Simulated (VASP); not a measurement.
Input of a VASP 6.6.1 run:

File INCAR:

```
  ALGO = Fast
  DIPOL = 0.5 0.5 0.500
  EDIFF = 1E-6
  ENCUT = 520
  GGA = PE
  ICORELEVEL = 1
  IDIPOL = 3
  ISIF = 2
  ISMEAR = 0
  KPAR = 4
  LASPH = True
  LCHARG = False
  LDIPOL = True
  LREAL = False
  LVACPOTAV = True
  LVHAR = True
  LWAVE = False
  NBANDS = 61
  NELM = 80
  PREC = Accurate
  SIGMA = 0.03
```

KPOINTS

```
k-points
0
Gamma
  6 6 1
```

POSCAR

```
SnTe
1.0
    4.5328104400      0.0000000000      0.0000000000
    0.0000000000      4.5328104400      0.0000000000
    0.0000000000      0.0000000000     27.8207240000
Sn Te
5 5
Direct
    0.5000000000      0.5000000000      0.2695832100
    0.0000000000      0.0000000000      0.3847916000
    0.5000000000      0.5000000000      0.5000000000
    0.0000000000      0.0000000000      0.6152084000
    0.5000000000      0.5000000000      0.7304167900
    0.0000000000      0.0000000000      0.2695832100
    0.5000000000      0.5000000000      0.3847916000
    0.0000000000      0.0000000000      0.5000000000
    0.5000000000      0.5000000000      0.6152084000
    0.0000000000      0.0000000000      0.7304167900
```

Potentials or basis: VASP PAW PBE potentials, release 64 (Sn_d, Te).

Launch:

```console
$ cat potpaw_PBE.64/Sn_d/POTCAR potpaw_PBE.64/Te/POTCAR > POTCAR
$ mpirun -np 4 vasp_std > vasp.out
```

Task: What does it give for the largest force?

Result: 0.438 eV/Å.

Task: What does it give for the band gap on the k mesh?

Result: 0.42 eV, direct.

Forces in eV/Å, atoms in the order of the input:
```
Sn   0.000  0.000  0.438
Sn   0.000  0.000 -0.331
Sn   0.000  0.000  0.000
Sn   0.000  0.000  0.331
Sn   0.000  0.000 -0.438
Te   0.000  0.000  0.132
Te   0.000  0.000 -0.293
Te   0.000  0.000  0.000
Te   0.000  0.000  0.293
Te   0.000  0.000 -0.132
```

Caveat: spin-orbit coupling is left out, which moves the levels of the heavy elements.
